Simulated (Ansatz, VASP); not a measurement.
# CsPbCl3: VASP beside Ansatz

Wanted: the spread between two codes on one cell, functional and k mesh. The cell is taken from a series of runs on this material, whose earlier steps may have relaxed, scaled, displaced or heated it; both programs get it as it stands.

Main program and level: Ansatz 0.2.0; plane waves, with VASP 6.6.1 beside it; single point at HSE06.

**1. The starting structure**

It takes space group P4/mmm (No. 123, tetragonal). The conventional cell has a = 5.605 Å, b = 5.605 Å, c = 5.661 Å, α = 90.00°, β = 90.00°, γ = 90.00°. Cs has 12 Cl at 3.96 to 3.98 Å nearest. Nearest to Pb lie 6 Cl at 2.80 to 2.83 Å. Nearest to Cl lie 2 Pb at 2.80 Å and 4 Cs at 3.98 Å. Nearest to Cl lie 2 Pb at 2.83 Å and 4 Cs at 3.96 Å. Farther neighbours and most contacts between anions are not listed.

Coordinates:

```cif
data_structure
_symmetry_space_group_name_H-M 'P4/mmm'
_symmetry_Int_Tables_number 123
_cell_length_a 5.6050
_cell_length_b 5.6050
_cell_length_c 5.6611
_cell_angle_alpha 90.000
_cell_angle_beta 90.000
_cell_angle_gamma 90.000
_cell_volume 177.85
loop_
_atom_site_label
_atom_site_type_symbol
_atom_site_symmetry_multiplicity
_atom_site_Wyckoff_symbol
_atom_site_fract_x
_atom_site_fract_y
_atom_site_fract_z
_atom_site_occupancy
Cs1 Cs 1 a 0.00000 0.00000 0.00000 1
Pb1 Pb 1 d 0.50000 0.50000 0.50000 1
Cl1 Cl 2 e 0.50000 0.00000 0.50000 1
Cl2 Cl 1 c 0.50000 0.50000 0.00000 1
```

**2. Ansatz: single point, HSE06**

Ansatz runs on its PAW soft_1 files.

A single point gives forces, pressure and levels at one fixed geometry, so differences don't come from the geometry; what else differs is listed under the comparison.

The input, input.yaml:

```yaml
crystal:
  lattice:
    - [5.66105, 0.0, 0.0]
    - [0.0, 5.605, 0.0]
    - [0.0, 0.0, 5.605]
  atoms:
    - { symbol: Cs, position: [0.0, 0.0, 0.0] }
    - { symbol: Pb, position: [0.5, 0.5, 0.5] }
    - { symbol: Cl, position: [0.5, 0.5, 0.0] }
    - { symbol: Cl, position: [0.0, 0.5, 0.5] }
    - { symbol: Cl, position: [0.5, 0.0, 0.5] }
kpoints:
  mp_grid: { grid: [2, 2, 2] }
  band_path:
    path: [[0.0, 0.0, 0.0], [0.0, 0.5, 0.0], [0.5, 0.5, 0.0], [0.5, 0.5, 0.5]]
    npoints: 1
hamiltonian:
  xc: hse06
  pseudopotentials: { kind: paw, azcp: { folder: soft_1 } }
scf:
  occupations: { method: fixed }
  n_extra_bands: 5
output:
  eigenvalues: true
  write_density: true
  write_potential: true
  elf: true
  volumetric_format: npy
```

Run with:

```sh
> ansatz run input.yaml --threads 2 --pin off --max-ram 73728MiB --backend cuda --events-out ev --progress --plain --runs-dir out --devices 1 --max-vram 13GiB
```

Numbers of over 12 decimals in the logs are rounded to 6 here.

The log of the run:

```text
scf.n_extra_bands = 5 over 22 filled bands (N_el = 44.0): the run solves 27 bands
exact exchange: scf.exx.singularity resolves to wigner_seitz, which cuts the screened interaction at the faces of the exchange supercell's Wigner-Seitz cell, so that each pair interacts once, at the shortest of its separations (the periodic images that this leaves out come, for a point-like exchange hole, to about 0.002 eV on a filled level). The cut falls within the interaction's reach, and what an exchange supercel [...]
GPUs: using 1 of 1 available (devices: 1).
Engine: ansatz 0.2.0, x86_64-unknown-linux-gnu
Pseudopotentials: kind: paw
Pseudopotential: Cs, paw, valence charge 9, recommended cutoff 420 eV (normal), soft_1/Cs.paw.azcp
Pseudopotential: Pb, paw, valence charge 14, recommended cutoff 420 eV (normal), soft_1/Pb.paw.azcp
Pseudopotential: Cl, paw, valence charge 7, recommended cutoff 420 eV (normal), soft_1/Cl.paw.azcp
Functional definition: HSE06
  parameter a = 0.25
  parameter omega = 0.11/bohr
  exchange = pbe_x - a*pbe_x_sr(omega) + a*exact_x_sr(omega)
  correlation = pbe_c
davidson cushion auto → on  (no smearing: the cushion is to keep the highest requested band from converging to the state above it; pin scf.eigensolver.cushion to override)
device memory: the entry about to start is reckoned to put 1.2 GiB on a device that reports 60.3 GiB free (of which the cap on the GPU budget leaves the run 13.0 GiB)
GPU FFT provider: cuFFT
GPU libraries: cuBLAS 13.8.2, cuFFT 12.4.0, cuSOLVER 12.3.4
Crystal: 5 atoms, lattice volume = 177.848 Å³
Basis set: ecut = 420 eV, 3439 PW (Γ)
Bands: 27, of which v1, the nominal top of the filled ones, is band 22 counted from 1 (21 counted from 0)
Symmetry: 16 space group operations
Space group: P4/mmm (ITA 123), of the structure as read, at distance tolerance 5.6e-5 Å
k-points: 6 of 8
Non-local potential: Cs, projectors of the file, l = 0: 3, l = 1: 2, l = 2: 2, l = 3: 2
Non-local potential: Pb, projectors of the file, l = 0: 2, l = 1: 2, l = 2: 2, l = 3: 1
Non-local potential: Cl, projectors of the file, l = 0: 2, l = 1: 2, l = 2: 1
PAW form: soft (Blöchl's): semilocal exchange-correlation on the pseudo side does not see the compensation charge
PAW frozen core: Cs, regenerated for the run's functional, and the local potential with it (the file was generated under x = pbe(κ = 0.804, μ = 0.219515), c = pbe(β = 0.066725))
PAW frozen core: Pb, regenerated for the run's functional, and the local potential with it (the file was generated under x = pbe(κ = 0.804, μ = 0.219515), c = pbe(β = 0.066725))
PAW frozen core: Cl, regenerated for the run's functional, and the local potential with it (the file was generated under x = pbe(κ = 0.804, μ = 0.219515), c = pbe(β = 0.066725))
PAW one-centre angular grid: Cs, 194 points (default); XC on 96 Gauss nodes
PAW one-centre angular grid: Pb, 590 points (default); XC on 64 Gauss nodes
PAW one-centre angular grid: Cl, 110 points (default); XC on 64 Gauss nodes
Initial density: superposition of atomic densities (chi_scale 0.1, normalization cell, long waves kept (reshape's long-wave potential 0.01 eV rms))
Initial wavefunctions: pseudopotential atomic-orbital guess
GPU buffer pool allocated for 64000 grid points (all kernels)
GPU transforms: local potential and band sums: pruned to the plane-wave sphere, on 40×40×40
Functional: x = pbe(κ = 0.804, μ = 0.219515), c = pbe(β = 0.066725), warm-up for x = pbe(κ = 0.804, μ = 0.219515) + 0.25 (exact − pbe) at short range (hse, ω = 0.207870 Å⁻¹), c = pbe(β = 0.066725); HSE06 as pw.x's `hse` composes it (authors' and Libxc's form: `xc: wpbeh`)
SCF iter   1: F=—  HF=-20826.172976 eV  |F-HF|=—  |Δ(HF+E_count)|=         —  Δρ=2.16e-2  dr2=1.91e0  ethr=1.00e-1  ⟨swp⟩=5.7  Hψ=487  notcnv=0
preconditioner: auto → none  [insulator: Δε(μ)=1.648 eV  Ē_g=13.048 eV  n_scr=26 (ndim 8)  ℏωp=18.0 eV  f_vac=0.015]
iter 2 solved again at ethr=4.24e-4 eV; its pass at ethr=4.33e-3 eV (dr2=1.87e-1 eV) is discarded
SCF iter   2: F=—  HF=-20825.329946 eV  |F-HF|=—  |Δ(HF+E_count)|=   8.43e-1  Δρ=7.89e-3  dr2=1.87e-1  ethr=4.24e-4  ⟨swp⟩=6.0  Hψ=878  notcnv=0  defer=10
SCF iter   3: F=—  HF=-20825.291809 eV  |F-HF|=—  |Δ(HF+E_count)|=   3.81e-2  Δρ=2.97e-3  dr2=1.10e-2  ethr=4.24e-4  ⟨swp⟩=5.7  Hψ=479  notcnv=0  defer=1
SCF iter   4: F=—  HF=-20825.294293 eV  |F-HF|=—  |Δ(HF+E_count)|=   2.48e-3  Δρ=1.06e-3  dr2=1.89e-3  ethr=2.51e-5  ⟨swp⟩=5.8  Hψ=488  notcnv=0  defer=2
SCF iter   5: F=-20825.294980 eV  HF=-20825.295007 eV  |F-HF|=2.66e-5  |Δ(HF+E_count)|=   7.14e-4  Δρ=1.52e-4  dr2=4.76e-5  ethr=4.30e-6  ⟨swp⟩=4.7  Hψ=514  notcnv=0
SCF 1 stopped early in 5 iterations: F = -20825.294980 eV  dr2 = 4.76e-5
  greatest PAW one-centre occupation: 0.983 electrons in one spin orbital (limit 2), on the Pb atom at site 1 (counted from 0), in its partial waves of l = 2
device memory: the entry about to start is reckoned to put 1.9 GiB on a device that reports 60.5 GiB free (of which the cap on the GPU budget leaves the run 13.0 GiB)
GPU FFT provider: cuFFT
GPU libraries: cuBLAS 13.8.2, cuFFT 12.4.0, cuSOLVER 12.3.4
Initial density: handed on by an earlier stage of this run
Initial wavefunctions: those handed on with the density
GPU buffer pool allocated for 64000 grid points (all kernels)
GPU transforms: local potential and band sums: pruned to the plane-wave sphere, on 40×40×40
Functional: x = pbe(κ = 0.804, μ = 0.219515) + 0.25 (exact − pbe) at short range (hse, ω = 0.207870 Å⁻¹), c = pbe(β = 0.066725); HSE06 as pw.x's `hse` composes it (authors' and Libxc's form: `xc: wpbeh`)
Exchange kernel: α = 0.2500, screened, ω = 0.2079 Å⁻¹, Wigner–Seitz truncation, v(0) = 956.7641 eV·Å³, q-mesh 2×2×2, nearest image of the exchange supercell L = 11.21 Å, pair-density grid 25×25×25, without the augmentation charges, whose exchange is taken in its separable form by FFT convolution over the k-point mesh (sized by the pseudopotential files, 40×40×40 at the most), smooth part of the exact exchange by density-matrix convolution in up to 1.57 GiB of GPU memory as planned if the GPU has room (build and FFT work areas not counted)
Frozen-core exchange: fock
SCF iter   1: F=—  HF=-20835.881950 eV  |F-HF|=—  |Δ(HF+E_count)|=         —  Δρ=3.70e-3  dr2=1.98e-2  ethr=1.08e-6  ⟨swp⟩=8.5  Hψ=916  notcnv=0
preconditioner: auto → none  [insulator: Δε(μ)=2.693 eV  Ē_g=14.959 eV  n_scr=26 (ndim 8)  ℏωp=18.0 eV  f_vac=0.062]
SCF iter   2: F=—  HF=-20835.874861 eV  |F-HF|=—  |Δ(HF+E_count)|=   7.09e-3  Δρ=1.38e-3  dr2=2.65e-3  ethr=1.08e-6  ⟨swp⟩=4.8  Hψ=613  notcnv=0
SCF iter   3: F=—  HF=-20835.881100 eV  |F-HF|=—  |Δ(HF+E_count)|=   6.24e-3  Δρ=5.16e-4  dr2=3.89e-4  ethr=1.08e-6  ⟨swp⟩=4.0  Hψ=544  notcnv=0
SCF iter   4: F=—  HF=-20835.880958 eV  |F-HF|=—  |Δ(HF+E_count)|=   1.43e-4  Δρ=4.70e-5  dr2=8.40e-6  ethr=7.99e-7  ⟨swp⟩=3.0  Hψ=412  notcnv=0
SCF iter   5: F=-20835.881010 eV  HF=-20835.881011 eV  |F-HF|=1.02e-6  |Δ(HF+E_count)|=   5.30e-5  Δρ=2.69e-5  dr2=1.78e-6  ethr=7.22e-9  ⟨swp⟩=5.8  Hψ=635  notcnv=0
SCF 2 stopped early in 5 iterations: F = -20835.881010 eV  dr2 = 1.78e-6
  greatest PAW one-centre occupation: 0.984 electrons in one spin orbital (limit 2), on the Pb atom at site 1 (counted from 0), in its partial waves of l = 2
hybrid outer 1: dexx = +7.735e-3 eV, tail = 2.44e-5 eV
GPU FFT provider: cuFFT
GPU libraries: cuBLAS 13.8.2, cuFFT 12.4.0, cuSOLVER 12.3.4
GPU buffer pool allocated for 64000 grid points (all kernels)
GPU transforms: local potential and band sums: pruned to the plane-wave sphere, on 40×40×40
Exchange kernel: α = 0.2500, screened, ω = 0.2079 Å⁻¹, Wigner–Seitz truncation, v(0) = 956.7641 eV·Å³, q-mesh 2×2×2, nearest image of the exchange supercell L = 11.21 Å, pair-density grid 25×25×25, without the augmentation charges, whose exchange is taken in its separable form by FFT convolution over the k-point mesh (sized by the pseudopotential files, 40×40×40 at the most), smooth part of the exact exchange by density-matrix convolution in up to 1.57 GiB of GPU memory as planned if the GPU has room (build and FFT work areas not counted)
Frozen-core exchange: fock
SCF iter   1: F=—  HF=-20835.880917 eV  |F-HF|=—  |Δ(HF+E_count)|=         —  Δρ=1.97e-5  dr2=3.98e-7  ethr=2.77e-7  ⟨swp⟩=3.2  Hψ=372  notcnv=0
preconditioner: auto → none  [insulator: Δε(μ)=2.689 eV  Ē_g=14.943 eV  n_scr=26 (ndim 8)  ℏωp=18.0 eV  f_vac=0.065]
SCF iter   2: F=-20835.880917 eV  HF=-20835.880917 eV  |F-HF|=1.37e-8  |Δ(HF+E_count)|=   3.45e-7  Δρ=9.91e-6  dr2=7.18e-8  ethr=8.33e-10  ⟨swp⟩=5.7  Hψ=617  notcnv=0
SCF 3 converged in 2 iterations: F = -20835.880917 eV  dr2 = 7.18e-8
hybrid outer 2: dexx = +2.693e-7 eV, tail = 1.71e-7 eV, Δε = 2.05e-3 eV (about 2.16e-4 eV left of the loop's levels)
the search or the solves at the SCF's close seem to have found levels that the self-consistency loop had missed (the run counts 1). By its estimate they hold under 1e-12 electrons; where the run keeps them, the occupations were computed again with them
device memory: the entry about to start is reckoned to put 0.7 GiB on a device that reports 57.2 GiB free (of which the cap on the GPU budget leaves the run 13.0 GiB)
NSCF: frozen V_eff on 4 k-points
hybrid SCF converged: 2 outer / 7 inner (+5 warm-up), last move |dexx| = 2.69e-7 eV, tail = 1.71e-7 eV
Stability not checked: this state was not tested for a lower state beside it, because the functional holds exact exchange (a hybrid, or Hartree-Fock), whose exchange loop this test does not read (fock_operator; see scf.lower_state_search)
Free energy (F): -20835.880917 eV
Frozen-core exchange: fock
Harris-Foulkes:  -20835.880917 eV  (|F-HF|=1.37e-8)
Internal energy: -20835.880917 eV  (E = F + TS)
E sigma→0 (E₀):  -20835.880917 eV
Fermi energy:    3.508289 eV
--- Per-component energies (eV) ---
  E_band       = -299.356416
  E_kinetic    = 895.687195
  E_local      = -2620.049737  (includes V_loc(G=0)·N_el)
  E_nonlocal   = 421.617878
  E_hartree    = 988.289966
  E_xc         = -569.750195
  E_vxc        = -502.718008  (∫ρ·V_xc dr)
  E_exx        = -93.610647  (= α·E_x^exact, valence–valence)
  E_paw        = -17485.653401  (= ΣΔE_a)
  E_vpaw       = -283.252065  (= ΣTr[D̂ρ^β])
  E_aug_tail   = 0.000313  (compensation charges beyond the density's cutoff)
  E_ewald      = -2372.251794
  E_core_change = -0.160495  (= ΣΔE_core)
  E_smearing   = -0.000000  (= −TS)
  E_closure    = 0.000000  (closes the sum)
  Σ components = -20835.880917   (vs F -20835.880917, Δ=0.00e0)
--- Band table (eV; the first three rows and the last of 6) ---
  k-point 0: bands = [... 18 lower, 0.5051, 0.6285, 0.6305, 0.6305, 7.7212, 8.6784, 8.7060, 9.6354, ... 1 higher]
  k-point 1: bands = [... 18 lower, 0.3959, 0.5078, 0.5182, 1.6607, 7.3931, 9.1188, 9.6621, 9.7186, ... 1 higher]
  k-point 2: bands = [... 18 lower, 0.3135, 0.3988, 0.9529, 2.6550, 6.8577, 6.8577, 9.2642, 9.8847, ... 1 higher]
  k-point 5: bands = [... 18 lower, 0.9572, 0.9572, 0.9615, 3.5083, 6.1970, 6.2747, 6.2747, 9.5360, ... 1 higher]
```

Reading the cycles: dr2 is the Hartree energy of the density residual (eV), the measure of convergence; HF is the Harris–Foulkes estimate of the energy, which meets the free energy F at convergence.

(Part 1 of 2 ends here.)

[Lines on the potential files, build, host, timing and source positions are cut from VASP's logs without a mark.]

[Logs are printed without paths, hosts, clocks, repeated set-up lines and the standing remarks that a program may print on its own settings, such as how far it seeks lower states.]

[Hosts, paths, dates, database ids (printed as entryN), source tags and the programs' standing remarks are cut or masked in the printed files.]
